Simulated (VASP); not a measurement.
VASP ran on this input.

**POSCAR**
```
Nb3Sn
1
    5.2527776794    -0.0000000000    -0.0000000000
    0.0000000000     5.2527776794     0.0000000000
    0.0000000000     0.0000000000     5.2527776794
Nb Sn
6 2
Direct
  0.2500000000   0.0000000000   0.5000000000
  0.5000000000   0.2500000000   0.0000000000
  0.5000000000   0.7500000000   0.0000000000
  0.7500000000   0.0000000000   0.5000000000
  0.0000000000   0.5000000000   0.7500000000
  0.0000000000   0.5000000000   0.2500000000
  0.5000000000   0.5000000000   0.5000000000
  0.0000000000   0.0000000000   0.0000000000
```

KPOINTS:
```
Automatic mesh
0
Gamma
6 6 6
0 0 0
```

### INCAR
```
! general
SYSTEM  = Nb3Sn
PREC    = Accurate
ENCUT   = 500
LREAL   = .FALSE.   ! projection in real space or not
LASPH   = .TRUE.

! electronic loop
EDIFF   = 1E-6   ! SCF stop (eV)
NELM    = 100
ALGO    = Normal
LMAXMIX = 4   ! l cut-off of mixed one-centre charges

! smearing
ISMEAR  = 1   ! Methfessel-Paxton
SIGMA   = 0.1   ! width (eV)

! functional
GGA     = PS   ! PBEsol

! ions
IBRION  = 2   ! conjugate gradients
NSW     = 40
ISIF    = 3   ! ions, shape and volume
EDIFFG  = -0.02   ! ionic stop

! output
LWAVE   = .FALSE.
LCHARG  = .FALSE.
```

POTCAR, in this order: Nb_sv Sn_d (PBE.64 set). Program: vasp_std.

Q: Write an equivalent input for Quantum ESPRESSO's pw.x.

A: One equivalent input (not run):
```
&CONTROL
  calculation = 'vc-relax'
  pseudo_dir = './pseudo'
  outdir = './out'
  tprnfor = .true.
  tstress = .true.
  nstep = 40
  forc_conv_thr = 0.00078
/
&SYSTEM
  ibrav = 0
  nat = 8
  ntyp = 2
  ecutwfc = 82
  occupations = 'smearing'
  smearing = 'methfessel-paxton'
  degauss = 0.00735
  input_dft = 'pbesol'
/
&ELECTRONS
  conv_thr = 7.3e-08
  electron_maxstep = 100
/
&IONS
/
&CELL
/
ATOMIC_SPECIES
  Nb 92.906 Nb.upf
  Sn 118.710 Sn.upf
CELL_PARAMETERS angstrom
     5.2527777   -0.0000000   -0.0000000
     0.0000000    5.2527777    0.0000000
     0.0000000    0.0000000    5.2527777
ATOMIC_POSITIONS crystal
  Nb   0.2500000  0.0000000  0.5000000
  Nb   0.5000000  0.2500000  0.0000000
  Nb   0.5000000  0.7500000  0.0000000
  Nb   0.7500000  0.0000000  0.5000000
  Nb   0.0000000  0.5000000  0.7500000
  Nb   0.0000000  0.5000000  0.2500000
  Sn   0.5000000  0.5000000  0.5000000
  Sn   0.0000000  0.0000000  0.0000000
K_POINTS automatic
  6 6 6 0 0 0
```
Limits of the translation: the potentials are each code's own (VASP's PAW set, PseudoDojo norm-conserving files in pw.x), so ENCUT and ecutwfc are chosen apart and not converted; conv_thr bounds pw.x's estimated SCF error, while EDIFF bounds the energy change between steps; forc_conv_thr acts on force components and is met together with etot_conv_thr.

The compound is Nb3Sn in the A15 structure. This run relaxes it. Symmetry was kept, so distortions that lower it aren't found.
